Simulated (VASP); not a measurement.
Given:

```xyz
2
Lattice="0.0000 2.4534 2.4534 2.4534 0.0000 2.4534 2.4534 2.4534 0.0000" Properties=species:S:1:pos:R:3 pbc="T T T"
Na     2.4534     2.4534     0.0000
H      2.4534     2.4534     2.4534
```

All values below come from revPBE GGA, VASP's PBE PAW potentials (set 64) (plane waves; VASP 6.6.1). Settings: 520 eV cut-off, Gaussian smearing of 0.050 eV, potentials Na_pv H.

Task: Give the energies of bands 4 to 7 at the high-symmetry points, in eV from the valence-band maximum.

Result: 
```json
[
 {"band": "4", "Γ": "-3.41", "X": "-0.16", "U": "-0.11", "L": "-0.81", "W": "0.00"},
 {"band": "5", "Γ": "10.11", "X": "4.71", "U": "5.39", "L": "3.87", "W": "6.07"},
 {"band": "6", "Γ": "15.47", "X": "10.04", "U": "6.38", "L": "10.60", "W": "6.07"},
 {"band": "7", "Γ": "15.47", "X": "10.55", "U": "11.13", "L": "13.22", "W": "8.31"}
]
```

The gap is indirect, 3.87 eV, from the valence maximum at W to the conduction minimum at L.

The compound is NaH in the rock salt structure. It was relaxed first.
